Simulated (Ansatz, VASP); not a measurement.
## Cross-check of Hf2Mo (Hf2Mo in the C11b ordering) between VASP and Ansatz

Aim: how closely do two programs agree when they are given the same cell, functional and k mesh? The cell is generated by rule, not measured, and may not be a known phase. The cell is taken from a series of runs on this material, whose earlier steps may have relaxed, scaled, displaced or heated it; both programs get it as it stands.

Main program and level: Ansatz 0.2.0; plane waves, with VASP 6.6.1 beside it; PBE.

The structure was built from a prototype and need not be the compound's stable phase.

### Step 1. The structure

Symmetry: I4/mmm, No. 139, tetragonal system. The conventional cell has a = 3.383 Å, b = 3.383 Å, c = 10.451 Å, α = 90.00°, β = 90.00°, γ = 90.00°. Mo has 8 Hf at 2.85 Å nearest. Hf has 4 Mo at 2.85 Å and 1 Hf at 3.10 Å nearest. Farther neighbours are not listed.

As a file:

```
Mo Hf
1.0
     3.38299    0.00000    0.00000
     0.00000    3.38299    0.00000
     1.69149    1.69149    5.22556
Mo Hf
1 2
Direct
  0.00000 0.00000 0.00000
  0.64825 0.64825 0.70349
  0.35175 0.35175 0.29651
```

### Step 2. VASP: zone-centre phonons, PBE

Second derivatives magnify differences that forces hide, and they need a tight electronic threshold.

Lines of VASP's logs that name or quote its potential files are left out, and so is its time.

Contents of INCAR:

```
SYSTEM = Hf2Mo
PREC = Accurate
ENCUT = 500
EDIFF = 1E-08
NELM = 120
ISMEAR = 1
SIGMA = 0.2
LREAL = .FALSE.
ALGO = Normal
GGA = PE
NBANDS = 23
LASPH = .TRUE.
LORBIT = 11
LWAVE = .FALSE.
LCHARG = .FALSE.
ISIF = 2
IBRION = 8
GGA_COMPAT = .FALSE.
KPAR = 2
```

Contents of POSCAR:

```
Hf2Mo
1.0
    3.3829883658      0.0000000000      0.0000000000
    0.0000000000      3.3829883658      0.0000000000
    1.6914941829      1.6914941829      5.2255613082
Mo Hf
1 2
Direct
    0.0000000000      0.0000000000      0.0000000000
    0.6482537494      0.6482537494      0.7034925011
    0.3517462505      0.3517462505      0.2965074989
```

Contents of KPOINTS:

```
Automatic mesh
0
Gamma
6 6 6
0 0 0
```

The projector-augmented-wave data sets are Mo_sv and Hf_pv (PBE family, release 64).

Run with:

```console
$ mpirun -np 2 vasp_std
```

Numbers of over 12 decimals in the logs are rounded to 6 here.

The log of the run:

```text
[banner, memory and clock lines left out]
running    2 mpi-ranks, on    1 nodes
 distrk:  each k-point on    1 cores,    2 groups
 distr:  one band on    1 cores,    1 groups

 POSCAR found type information on POSCAR MoHf
 POSCAR found :  2 types and       3 ions
 LDA part: xc-table for (Slater+PW92), standard interpolation
 POSCAR, INCAR and KPOINTS ok, starting setup
 FFT: planning ... GRIDC
 FFT: planning ... GRID_SOFT
 FFT: planning ... GRID
 WAVECAR not read
 entering main loop
       N       E                     dE             d eps       ncg     rms          rms(c)
DAV:   1     0.190215802054E+03    0.19022E+03   -0.18588E+04  1380   0.141E+03
DAV:   2    -0.256532340410E+02   -0.21587E+03   -0.20974E+03  1632   0.373E+02
DAV:   3    -0.320234926481E+02   -0.63703E+01   -0.61266E+01  1845   0.491E+01
DAV:   4    -0.321070792256E+02   -0.83587E-01   -0.83513E-01  1581   0.570E+00
DAV:   5    -0.321088663900E+02   -0.17872E-02   -0.17866E-02  1859   0.658E-01    0.699E+01
DAV:   6    -0.312108646686E+02    0.89800E+00   -0.26580E+00  1657   0.851E+00    0.448E+01
DAV:   7    -0.343632053689E+02   -0.31523E+01   -0.19218E+01  1556   0.223E+01    0.175E+01
DAV:   8    -0.307769098623E+02    0.35863E+01   -0.14107E+01  1552   0.177E+01    0.426E+00
DAV:   9    -0.308031817872E+02   -0.26272E-01   -0.43173E-01  1654   0.311E+00    0.295E+00
DAV:  10    -0.308019095914E+02    0.12722E-02   -0.20256E-02  1781   0.726E-01    0.935E-01
DAV:  11    -0.308008037208E+02    0.11059E-02   -0.57514E-03  1610   0.474E-01    0.158E-01
DAV:  12    -0.308007152513E+02    0.88470E-04   -0.49277E-04  1707   0.133E-01    0.127E-01
DAV:  13    -0.308007018948E+02    0.13356E-04   -0.62788E-05  1734   0.518E-02    0.288E-02
DAV:  14    -0.308007034198E+02   -0.15250E-05   -0.30433E-06  1754   0.130E-02    0.211E-02
DAV:  15    -0.308007032244E+02    0.19540E-06   -0.61000E-07  1675   0.524E-03    0.146E-03
DAV:  16    -0.308007032387E+02   -0.14267E-07   -0.23108E-08  1450   0.107E-03    0.898E-04
DAV:  17    -0.308007032829E+02   -0.44195E-07   -0.22872E-09  1145   0.383E-04    0.217E-04
DAV:  18    -0.308007032872E+02   -0.43419E-08   -0.38819E-10  1082   0.160E-04
   1 F= -.30800703E+02 E0= -.30800470E+02  d E =-.699903E-03
 Linear response reoptimize wavefunctions to high precision
DAV:   1    -0.308007032895E+02   -0.22401E-08   -0.11347E-10  1124   0.725E-05
DAV:   2    -0.308007032895E+02   -0.15461E-10   -0.28430E-11   998   0.310E-05
 Linear response DOF=           4
 Linear response progress:
  Degree of freedom:   1/  4
       N       E                     dE             d eps       ncg     rms          rms(c)
RMM:   1    -0.783845256006E+00   -0.78385E+00    0.43262E+00  2513   0.172E+01
RMM:   2    -0.588211672639E+00    0.19563E+00   -0.30696E-01  3237   0.289E+00    0.260E-01
RMM:   3    -0.588256314606E+00   -0.44642E-04   -0.88506E-03  4048   0.454E-01    0.169E-01
RMM:   4    -0.587736431416E+00    0.51988E-03   -0.11406E-03  4251   0.165E-01    0.509E-02
RMM:   5    -0.587661780043E+00    0.74651E-04   -0.23321E-04  4474   0.565E-02    0.243E-02
RMM:   6    -0.587675120711E+00   -0.13341E-04   -0.72977E-05  4299   0.249E-02    0.198E-02
RMM:   7    -0.587709962951E+00   -0.34842E-04   -0.33543E-05  4072   0.173E-02    0.362E-03
RMM:   8    -0.587704536238E+00    0.54267E-05   -0.50042E-06  4501   0.750E-03    0.227E-03
RMM:   9    -0.587706790095E+00   -0.22539E-05   -0.74728E-06  4635   0.335E-03    0.115E-03
RMM:  10    -0.587710655297E+00   -0.38652E-05   -0.31721E-06  4262   0.185E-03    0.388E-04
RMM:  11    -0.587712786059E+00   -0.21308E-05   -0.11784E-06  4427   0.109E-03    0.884E-05
RMM:  12    -0.587713127230E+00   -0.34117E-06   -0.72390E-07  4564   0.596E-04    0.790E-05
RMM:  13    -0.587713822530E+00   -0.69530E-06   -0.27251E-07  4155   0.373E-04    0.219E-05
RMM:  14    -0.587713980343E+00   -0.15781E-06   -0.14219E-07  4651   0.216E-04    0.852E-06
RMM:  15    -0.587713967292E+00    0.13051E-07   -0.26634E-09  4482   0.126E-04    0.223E-05
RMM:  16    -0.587714197235E+00   -0.22994E-06   -0.90420E-08  3964   0.905E-05    0.117E-05
RMM:  17    -0.587714139112E+00    0.58123E-07    0.44389E-09  4096   0.530E-05    0.102E-05
RMM:  18    -0.587714223537E+00   -0.84425E-07   -0.47298E-08  4146   0.382E-05    0.289E-06
RMM:  19    -0.587714316535E+00   -0.92998E-07   -0.93478E-09  4321   0.290E-05    0.819E-06
RMM:  20    -0.587714267359E+00    0.49176E-07   -0.28157E-08  3698   0.197E-05    0.120E-06
RMM:  21    -0.587714273719E+00   -0.63600E-08   -0.21564E-08  3493   0.136E-05    0.521E-07
 first order change of Fermi-energy   0.96591E-03
 force on displaced ion       1 direction 1 :  -6.805  -0.000   0.000
 Linear response progress:
  Degree of freedom:   2/  4
       N       E                     dE             d eps       ncg     rms          rms(c)
RMM:   1    -0.840100320164E+00   -0.84010E+00    0.43781E+00  1797   0.168E+01
RMM:   2    -0.650499856846E+00    0.18960E+00   -0.29606E-01  2121   0.273E+00    0.723E-01
RMM:   3    -0.649140244497E+00    0.13596E-02   -0.83630E-03  2337   0.464E-01    0.244E-01
RMM:   4    -0.648315339940E+00    0.82490E-03   -0.14718E-03  2556   0.158E-01    0.203E-01
RMM:   5    -0.647725883190E+00    0.58946E-03   -0.27016E-04  2629   0.800E-02    0.272E-02
RMM:   6    -0.647788957964E+00   -0.63075E-04   -0.87967E-05  2629   0.331E-02    0.289E-02
RMM:   7    -0.647811551316E+00   -0.22593E-04   -0.15223E-05  2461   0.177E-02    0.120E-02
RMM:   8    -0.647863013399E+00   -0.51462E-04   -0.59579E-06  2610   0.101E-02    0.375E-03
RMM:   9    -0.647850771353E+00    0.12242E-04   -0.46884E-06  2715   0.400E-03    0.132E-03
RMM:  10    -0.647852741337E+00   -0.19700E-05   -0.17058E-06  2927   0.178E-03    0.435E-04
RMM:  11    -0.647853036812E+00   -0.29548E-06   -0.10968E-06  2923   0.851E-04    0.120E-04
RMM:  12    -0.647853787166E+00   -0.75035E-06   -0.40565E-07  2667   0.487E-04    0.644E-05
RMM:  13    -0.647853879660E+00   -0.92494E-07   -0.26846E-07  2982   0.266E-04    0.699E-05
RMM:  14    -0.647853911065E+00   -0.31405E-07   -0.17497E-07  2807   0.155E-04    0.792E-05
RMM:  15    -0.647853538911E+00    0.37215E-06   -0.95665E-08  2512   0.125E-04    0.104E-04
RMM:  16    -0.647852748938E+00    0.78997E-06   -0.41336E-08  2986   0.141E-04    0.209E-04
RMM:  17    -0.647853784100E+00   -0.10352E-05   -0.35608E-08  2976   0.139E-04    0.829E-05
RMM:  18    -0.647854332295E+00   -0.54820E-06    0.14232E-08  2926   0.832E-05    0.191E-05
RMM:  19    -0.647854269490E+00    0.62806E-07   -0.48309E-09  2633   0.323E-05    0.273E-05
RMM:  20    -0.647854492331E+00   -0.22284E-06    0.88589E-09  2761   0.384E-05    0.172E-06
RMM:  21    -0.647854516127E+00   -0.23796E-07    0.90084E-09  2959   0.209E-05    0.388E-06
RMM:  22    -0.647854534458E+00   -0.18332E-07    0.68544E-09  2605   0.163E-05    0.611E-06
RMM:  23    -0.647854494757E+00    0.39701E-07    0.67069E-09  2343   0.163E-05    0.175E-06
RMM:  24    -0.647854494396E+00    0.36088E-09    0.35258E-09  2132   0.134E-05    0.153E-06
 first order change of Fermi-energy   0.20502E-02
 force on displaced ion       1 direction 3 :   0.000   0.000  -5.762
 Linear response progress:
  Degree of freedom:   3/  4
       N       E                     dE             d eps       ncg     rms          rms(c)
RMM:   1    -0.213690054940E+00   -0.21369E+00    0.44012E+00  3235   0.104E+01
RMM:   2    -0.218495126734E+00   -0.48051E-02   -0.46265E-02  4670   0.107E+00    0.594E-01
RMM:   3    -0.218209636764E+00    0.28549E-03   -0.66869E-03  5689   0.253E-01    0.142E-01
RMM:   4    -0.217958538608E+00    0.25110E-03   -0.10166E-03  6854   0.943E-02    0.191E-01
RMM:   5    -0.217687210161E+00    0.27133E-03   -0.13981E-04  6651   0.421E-02    0.585E-02
RMM:   6    -0.217505428137E+00    0.18178E-03   -0.55604E-06  6853   0.255E-02    0.345E-02
RMM:   7    -0.217490076443E+00    0.15352E-04   -0.15613E-05  6937   0.799E-03    0.608E-03
RMM:   8    -0.217489448582E+00    0.62786E-06   -0.50372E-05  6881   0.447E-03    0.793E-03
RMM:   9    -0.217490643657E+00   -0.11951E-05   -0.39495E-05  6894   0.214E-03    0.552E-03
RMM:  10    -0.217491666234E+00   -0.10226E-05   -0.24006E-05  6649   0.126E-03    0.261E-03
RMM:  11    -0.217492095490E+00   -0.42926E-06   -0.15199E-05  7222   0.734E-04    0.122E-03
RMM:  12    -0.217493147006E+00   -0.10515E-05   -0.90023E-06  6615   0.467E-04    0.154E-04
RMM:  13    -0.217493485623E+00   -0.33862E-06   -0.59684E-06  6940   0.276E-04    0.136E-04
RMM:  14    -0.217493550121E+00   -0.64498E-07   -0.34442E-06  7103   0.169E-04    0.140E-04
RMM:  15    -0.217493589664E+00   -0.39543E-07   -0.23754E-06  6899   0.109E-04    0.160E-04
 first order change of Fermi-energy   0.83100E-04
 force on displaced ion       2 direction 1 :  -3.969  -0.000   0.004
 Linear response progress:
  Degree of freedom:   4/  4
       N       E                     dE             d eps       ncg     rms          rms(c)
RMM:   1    -0.239587344624E+00   -0.23959E+00    0.45123E+00  1489   0.103E+01
RMM:   2    -0.246756462393E+00   -0.71691E-02   -0.46151E-02  2096   0.105E+00    0.767E-01
RMM:   3    -0.248008850766E+00   -0.12524E-02   -0.14458E-02  2216   0.458E-01    0.624E-01
RMM:   4    -0.245662638812E+00    0.23462E-02   -0.50398E-03  2162   0.321E-01    0.255E-01
RMM:   5    -0.245533635146E+00    0.12900E-03   -0.49137E-04  2706   0.905E-02    0.202E-01
RMM:   6    -0.245311038820E+00    0.22260E-03   -0.11010E-04  2832   0.408E-02    0.933E-02
RMM:   7    -0.245152386541E+00    0.15865E-03   -0.29042E-05  2949   0.228E-02    0.186E-02
RMM:   8    -0.245125515864E+00    0.26871E-04    0.22185E-05  2883   0.872E-03    0.115E-02
RMM:   9    -0.245124499392E+00    0.10165E-05    0.14025E-05  3079   0.351E-03    0.386E-03
RMM:  10    -0.245116701200E+00    0.77982E-05    0.11748E-05  2988   0.209E-03    0.109E-03
RMM:  11    -0.245115271780E+00    0.14294E-05    0.12326E-05  3008   0.102E-03    0.700E-04
RMM:  12    -0.245115004181E+00    0.26760E-06    0.90688E-06  2951   0.554E-04    0.372E-04
RMM:  13    -0.245114815264E+00    0.18892E-06    0.52570E-06  3041   0.306E-04    0.248E-04
RMM:  14    -0.245114532696E+00    0.28257E-06    0.33272E-06  2869   0.216E-04    0.666E-05
RMM:  15    -0.245114592654E+00   -0.59958E-07    0.18094E-06  2848   0.125E-04    0.432E-05
RMM:  16    -0.245114584449E+00    0.82041E-08    0.12411E-06  2994   0.716E-05    0.447E-05
RMM:  17    -0.245114572077E+00    0.12372E-07    0.68479E-07  2847   0.477E-05    0.416E-05
RMM:  18    -0.245114491486E+00    0.80591E-07    0.43307E-07  2831   0.433E-05    0.133E-05
RMM:  19    -0.245114488444E+00    0.30428E-08    0.21773E-07  2923   0.307E-05    0.890E-06
RMM:  20    -0.245114508514E+00   -0.20070E-07    0.15429E-07  2765   0.244E-05    0.744E-06
RMM:  21    -0.245114505553E+00    0.29603E-08    0.10851E-07  2440   0.203E-05    0.637E-06
RMM:  22    -0.245114501015E+00    0.45383E-08    0.76424E-08  2461   0.188E-05    0.406E-06
 first order change of Fermi-energy   0.20412E+00
 force on displaced ion       2 direction 3 :  -0.000  -0.000  -9.394
 Linear response finished
```

From OUTCAR (step 2):

```text
ion  position               nearest neighbor table
   1  0.000  0.000  0.000-   2 2.85   3 2.85   2 2.85   2 2.85   3 2.85   3 2.85   2 2.85   3 2.85
                             3 3.68   2 3.68
   2  0.648  0.648  0.703-   1 2.85   1 2.85   1 2.85   1 2.85   3 3.10   3 3.20   3 3.20   3 3.20
                             3 3.20   1 3.68
   3  0.352  0.352  0.297-   1 2.85   1 2.85   1 2.85   1 2.85   2 3.10   2 3.20   2 3.20   2 3.20
                             2 3.20   1 3.68

  LATTYP: Found a body centered tetragonal cell.
 ALAT       =     3.3829883658
 C/A-ratio  =     3.0893167479

 Subroutine GETGRP returns: Found 16 space group operations
 (whereof 16 operations were pure point group operations)

The static configuration has the point symmetry D_4h.

 Found     30 irreducible k-points:

   k-points           NKPTS =     30   k-points in BZ     NKDIM =     30   number of bands    NBANDS=     23

   dimension x,y,z NGX =    28 NGY =   28 NGZ =   42
   dimension x,y,z NGXF=    56 NGYF=   56 NGZF=   84

   ENCUT  =  500.0 eV  36.75 Ry    6.06 a.u.   6.17  6.17 10.48*2*pi/ulx,y,z

   NELECT =      34.0000    total number of electrons

 k-points in reciprocal lattice and weights: Automatic mesh
   0.00000000  0.00000000  0.00000000       0.005
   0.16666667  0.00000000  0.00000000       0.037
   0.33333333  0.00000000  0.00000000       0.037
   0.50000000  0.00000000  0.00000000       0.019
   0.16666667  0.16666667  0.00000000       0.037
   0.33333333  0.16666667  0.00000000       0.074
   0.50000000  0.16666667  0.00000000       0.074
  -0.33333333  0.16666667  0.00000000       0.074
  -0.16666667  0.16666667  0.00000000       0.019
[...]
-0.16666667 -0.16666667  0.33333333       0.019
   0.00000000  0.00000000  0.50000000       0.005

 average (electrostatic) potential at core
       1 -74.2260       2 -35.3213       3 -35.3213

  Total        0.1020471      0.1020471     -0.2927952      0.0000000     -0.0000000      0.0000000
  in kB        2.7338660      2.7338660     -7.8440534      0.0000000     -0.0000000      0.0000000
  external PRESSURE =      -0.7921071 kB  Pullay stress =       0.0000000 kB

  energy-cutoff  :      500.00
  volume of cell :       59.80
      direct lattice vectors                 reciprocal lattice vectors
     3.382988366  0.000000000  0.000000000     0.295596642  0.000000000 -0.095683501
     0.000000000  3.382988366  0.000000000     0.000000000  0.295596642 -0.095683501
     1.691494183  1.691494183  5.225561308     0.000000000  0.000000000  0.191367002

 POSITION                                       TOTAL-FORCE (eV/Angst)
 -----------------------------------------------------------------------------------
      0.00000      0.00000      0.00000         0.000000      0.000000     -0.000000
      3.38299      3.38299      3.67614        -0.000000     -0.000000      0.089931
      1.69149      1.69149      1.54942         0.000000      0.000000     -0.089931
 -----------------------------------------------------------------------------------
    total drift:                                0.000000      0.000000      0.000000

 Eigenvectors and eigenvalues of the dynamical matrix
 ----------------------------------------------------

   1 f  =    4.689443 THz    29.464642 2PiTHz  156.422997 cm-1    19.393971 meV
             X         Y         Z           dx          dy          dz
      0.000000  0.000000  0.000000     0.371724   -0.806270   -0.000000
      3.382988  3.382988  3.676143    -0.136234    0.295491    0.000000
      1.691494  1.691494  1.549418    -0.136234    0.295491   -0.000000

   2 f  =    4.689443 THz    29.464642 2PiTHz  156.422997 cm-1    19.393971 meV
             X         Y         Z           dx          dy          dz
      0.000000  0.000000  0.000000    -0.806270   -0.371724    0.000000
      3.382988  3.382988  3.676143     0.295491    0.136234   -0.000000
      1.691494  1.691494  1.549418     0.295491    0.136234    0.000000

   3 f  =    4.662592 THz    29.295932 2PiTHz  155.527342 cm-1    19.282924 meV
             X         Y         Z           dx          dy          dz
      0.000000  0.000000  0.000000    -0.000000   -0.000000   -0.000000
      3.382988  3.382988  3.676143     0.000000    0.000000    0.707107
      1.691494  1.691494  1.549418     0.000000    0.000000   -0.707107

   4 f  =    4.320263 THz    27.145011 2PiTHz  144.108450 cm-1    17.867163 meV
             X         Y         Z           dx          dy          dz
      0.000000  0.000000  0.000000    -0.000000    0.000000   -0.886777
      3.382988  3.382988  3.676143     0.000000   -0.000000    0.326824
      1.691494  1.691494  1.549418    -0.000000    0.000000    0.326824

   5 f  =    2.492687 THz    15.662017 2PiTHz   83.147103 cm-1    10.308922 meV
             X         Y         Z           dx          dy          dz
      0.000000  0.000000  0.000000    -0.000000   -0.000000   -0.000000
      3.382988  3.382988  3.676143    -0.235299   -0.666809   -0.000000
      1.691494  1.691494  1.549418     0.235299    0.666809   -0.000000

   6 f  =    2.492687 THz    15.662017 2PiTHz   83.147103 cm-1    10.308922 meV
             X         Y         Z           dx          dy          dz
      0.000000  0.000000  0.000000    -0.000000   -0.000000    0.000000
      3.382988  3.382988  3.676143     0.666809   -0.235299   -0.000000
      1.691494  1.691494  1.549418    -0.666809    0.235299   -0.000000

   7 f/i=    0.000436 THz     0.002741 2PiTHz    0.014549 cm-1     0.001804 meV
             X         Y         Z           dx          dy          dz
      0.000000  0.000000  0.000000    -0.059001   -0.456364    0.000000
      3.382988  3.382988  3.676143    -0.080494   -0.622612    0.000000
      1.691494  1.691494  1.549418    -0.080494   -0.622612    0.000000

   8 f/i=    0.000436 THz     0.002741 2PiTHz    0.014549 cm-1     0.001804 meV
             X         Y         Z           dx          dy          dz
      0.000000  0.000000  0.000000    -0.456364    0.059001   -0.000000
      3.382988  3.382988  3.676143    -0.622612    0.080494   -0.000000
      1.691494  1.691494  1.549418    -0.622612    0.080494   -0.000000

   9 f/i=    0.009511 THz     0.059759 2PiTHz    0.317252 cm-1     0.039334 meV
             X         Y         Z           dx          dy          dz
      0.000000  0.000000  0.000000    -0.000000    0.000000    0.462198
      3.382988  3.382988  3.676143    -0.000000    0.000000    0.627046
      1.691494  1.691494  1.549418    -0.000000    0.000000    0.627046

 ELASTIC MODULI CONTR FROM IONIC RELAXATION (kBar)
 Direction    XX          YY          ZZ          XY          YZ          ZX
 --------------------------------------------------------------------------------
 XX         -28.3383    -28.3383   -120.4726      0.0000      0.0000     -0.0000
 YY         -28.3383    -28.3383   -120.4726      0.0000      0.0000     -0.0000
 ZZ        -120.4726   -120.4726   -512.1574      0.0000      0.0000     -0.0000
 XY           0.0000      0.0000      0.0000      0.0000      0.0000      0.0000
 YZ           0.0000      0.0000      0.0000      0.0000    -81.6558      0.0000
 ZX          -0.0000     -0.0000     -0.0000      0.0000      0.0000   -132.7893
 --------------------------------------------------------------------------------
```

The k-mesh is coarse for a metal.

(Part 1 of 2 ends here.)

[Lines on the potential files, build, host, timing and source positions are cut from VASP's logs without a mark.]

[Logs are printed without paths, hosts, clocks, repeated set-up lines and the standing remarks that a program may print on its own settings, such as how far it seeks lower states.]

[Hosts, paths, dates, database ids (printed as entryN), source tags and the programs' standing remarks are cut or masked in the printed files.]
